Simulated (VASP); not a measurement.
An input for Ansatz (written as the equivalent of a VASP run, and not itself run):

Ansatz 0.2 input:
```yaml
crystal:
  lattice:
    - [3.6355350, 0.0000000, 0.0000000]
    - [0.0000000, 3.6355350, 0.0000000]
    - [0.0000000, 0.0000000, 3.6355350]
  atoms:
    - { symbol: Pb, position: [0.0000000, 0.0000000, 0.0000000] }
    - { symbol: Cr, position: [0.5000000, 0.5000000, 0.5000000], spin: 3 }
    - { symbol: O, position: [0.0000000, 0.5000000, 0.5000000] }
    - { symbol: O, position: [0.5000000, 0.5000000, 0.0000000] }
    - { symbol: O, position: [0.5000000, 0.0000000, 0.5000000] }
kpoints:
  mp_grid: { grid: [5, 5, 5] }
hamiltonian:
  xc: lda
  pseudopotentials: { kind: paw }
magnetization: { spin_polarized: true }
scf:
  occupations: { method: fermi_dirac, width: 0.05 }
  max_iter: 100
output: { forces: true, stress: true, eigenvalues: true }
```

Write the VASP files for the same calculation (LDA).

This is not unique; one that fits is 
File POSCAR:
```
CrPbO3
1
    3.6355350000     0.0000000000     0.0000000000
    0.0000000000     3.6355350000     0.0000000000
    0.0000000000     0.0000000000     3.6355350000
Pb Cr O
1 1 3
Direct
  0.0000000000   0.0000000000   0.0000000000
  0.5000000000   0.5000000000   0.5000000000
  0.0000000000   0.5000000000   0.5000000000
  0.5000000000   0.5000000000   0.0000000000
  0.5000000000   0.0000000000   0.5000000000
```

### KPOINTS
```
Automatic
0
gamma
 5 5 5
```

INCAR:
```
SYSTEM = CrPbO3
PREC = Accurate
ENCUT = 400
EDIFF = 1E-6
NELM = 100
ALGO = Normal
LREAL = .FALSE.
LASPH = .TRUE.
ISMEAR = -1
SIGMA = 0.05
LMAXMIX = 4
LWAVE = .FALSE.
LCHARG = .FALSE.
ISIF = 2
ISPIN = 2
MAGMOM = 0.0 3.0 0.0 0.0 0.0
LORBIT = 11
```

POTCAR, in this order: Pb_d Cr_pv O (LDA.64 set). Program: vasp_std.

Limits of the translation: each code has its own PAW files, so the cut-off isn't converted (ENCUT is set for VASP's; basis.ecutwfc is left out, and Ansatz then takes the one that its files recommend); Ansatz stops its SCF on the density residual and VASP on the energy change (EDIFF); Ansatz's lda is the Perdew-Wang form, while the LDA potentials of VASP carry Perdew-Zunger's.

The structure was generated: CrPbO3 was put into an ordered model structure, which need not be its known phase. The cell was not relaxed at this level, and its volume differs by -5.9 % from the start's. The k-mesh is coarse (spacing up to 0.35 per Å, 2π included), so the numbers may not be converged in it.
